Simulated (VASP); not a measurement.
Method: revTPSS meta-GGA, VASP's PBE PAW potentials (set 64) (plane waves; VASP).

VASP ran on this input.

**KPOINTS**
```
Automatic mesh
0
Gamma
9 9 9
0 0 0
```

KPOINTS_OPT:
```
k-points along high-symmetry lines
10
Line-mode
Reciprocal
  0.000000   0.000000   0.000000 ! GAMMA
 -0.500000  -0.500000   0.000000 ! X

 -0.500000  -0.500000   0.000000 ! X
 -0.375000  -0.375000   0.250000 ! U

 -0.375000  -0.000000   0.375000 ! K
  0.000000   0.000000   0.000000 ! GAMMA

  0.000000   0.000000   0.000000 ! GAMMA
 -0.000000   0.000000   0.500000 ! L

 -0.000000   0.000000   0.500000 ! L
 -0.500000  -0.250000   0.250000 ! W

 -0.500000  -0.250000   0.250000 ! W
 -0.500000  -0.500000   0.000000 ! X
```

**POSCAR**
```
ZnSe
1
    0.0000000000     2.8291466655     2.8291466655
    2.8291466655    -0.0000000000     2.8291466655
    2.8291466655     2.8291466655     0.0000000000
Zn Se
1 1
Direct
  0.0000000000   0.0000000000   0.0000000000
  0.2500000000   0.2500000000   0.2500000000
```

**INCAR**
```
# general
SYSTEM  = ZnSe
PREC    = Accurate
ENCUT   = 520
LREAL   = .False.
LASPH   = .True.

# electronic loop
EDIFF   = 1E-7
NELM    = 100
ALGO    = Normal
LMAXMIX = 4
LMIXTAU = .True.

# smearing
ISMEAR  = -5

# functional
METAGGA = RTPSS

# ions
ISIF    = 2

# output
LWAVE   = .False.
LCHARG  = .False.
LORBIT  = 11
NEDOS   = 601
```

POTCAR, in this order: Zn Se (PBE.64 set). Program: vasp_std.

Output

### OSZICAR
```
       N       E                     dE             d eps       ncg     rms          rms(c)
DAV:   1     0.977934334014E+02    0.97793E+02   -0.95323E+03   910   0.168E+03
DAV:   2     0.100928233644E+02   -0.87701E+02   -0.84139E+02   940   0.282E+02
DAV:   3     0.437249901449E+01   -0.57203E+01   -0.56927E+01  1155   0.748E+01
DAV:   4     0.431555897940E+01   -0.56940E-01   -0.56927E-01   980   0.786E+00
DAV:   5     0.431527033520E+01   -0.28864E-03   -0.28864E-03  1140   0.576E-01    0.551E+00
DAV:   6     0.653787889407E+01    0.22226E+01   -0.48967E+00   970   0.511E+01    0.359E+00
DAV:   7     0.662221105423E+01    0.84332E-01   -0.65119E-01  1020   0.902E+00    0.223E+00
DAV:   8     0.671382352709E+01    0.91612E-01   -0.25628E-01   910   0.813E+00    0.843E-01
DAV:   9     0.665631233522E+01   -0.57511E-01   -0.66079E+03   910   0.187E+05    0.365E-01
DAV:  10     0.663054705874E+01   -0.25765E-01   -0.42547E-01   910   0.892E+00    0.211E-01
DAV:  11     0.659090305164E+01   -0.39644E-01   -0.23647E+01   910   0.765E+02    0.128E-01
DAV:  12     0.661144641268E+01    0.20543E-01   -0.32017E+02   910   0.871E+03    0.104E-01
DAV:  13     0.656183106650E+01   -0.49615E-01   -0.41724E-01   910   0.941E+00    0.142E-01
DAV:  14     0.656237312947E+01    0.54206E-03   -0.12002E-03   985   0.348E-01    0.528E-02
DAV:  15     0.656186573630E+01   -0.50739E-03   -0.40411E-04   943   0.399E-01    0.474E-02
DAV:  16     0.656185837751E+01   -0.73588E-05   -0.15473E-04   935   0.203E-01    0.185E-02
DAV:  17     0.656198068265E+01    0.12231E-03   -0.11237E-04   910   0.180E-01    0.999E-03
DAV:  18     0.656151415432E+01   -0.46653E-03   -0.44464E-05   920   0.973E-02    0.117E-02
DAV:  19     0.656150378656E+01   -0.10368E-04   -0.44495E-06   945   0.310E-02    0.896E-03
DAV:  20     0.656150899216E+01    0.52056E-05   -0.29743E-06   920   0.248E-02    0.115E-03
DAV:  21     0.656150552880E+01   -0.34634E-05   -0.28096E-07   952   0.749E-03    0.101E-03
DAV:  22     0.656150702749E+01    0.14987E-05   -0.10708E-07   658   0.651E-03    0.112E-03
DAV:  23     0.656150429586E+01   -0.27316E-05   -0.37334E-07   910   0.995E-03    0.255E-04
DAV:  24     0.656150431334E+01    0.17477E-07   -0.15709E-08   615   0.203E-03
   1 F= 0.65615043E+01 E0= 0.65615043E+01  d E =0.000000E+00
       N       E                     dE             ncg
       N       E                     dE             ncg
```

OUTCAR:
```
------------------------ aborting loop because EDIFF is reached ----------------------------------------
  FORCE on cell =-STRESS in cart. coord.  units (eV):
  Direction    XX          YY          ZZ          XY          YZ          ZX
  --------------------------------------------------------------------------------------
  Total       -0.0086131     -0.0086131     -0.0086131      0.0000000      0.0000000      0.0000000
  in kB       -0.3047005     -0.3047005     -0.3047005      0.0000000      0.0000000      0.0000000
  external PRESSURE =      -0.3047005 kB  Pullay stress =       0.0000000 kB
  volume of cell :       45.29
      direct lattice vectors                 reciprocal lattice vectors
     0.000000000  2.829146666  2.829146666    -0.176731735  0.176731735  0.176731735
     2.829146666  0.000000000  2.829146666     0.176731735 -0.176731735  0.176731735
     2.829146666  2.829146666  0.000000000     0.176731735  0.176731735 -0.176731735
  FREE ENERGIE OF THE ION-ELECTRON SYSTEM (eV)
  ---------------------------------------------------
  free  energy   TOTEN  =         6.5615043133 eV

  energy  without entropy=        6.5615043133  energy(sigma->0) =        6.56150431

 total charge

# of ion       s       p       d       tot
------------------------------------------
    1        0.521   0.453   9.831  10.806
    2        1.427   2.448   0.030   3.904
--------------------------------------------------
tot          1.948   2.901   9.861  14.710
```
(Selected blocks of OUTCAR.)

The compound is ZnSe in the zinc blende structure. It was relaxed first.
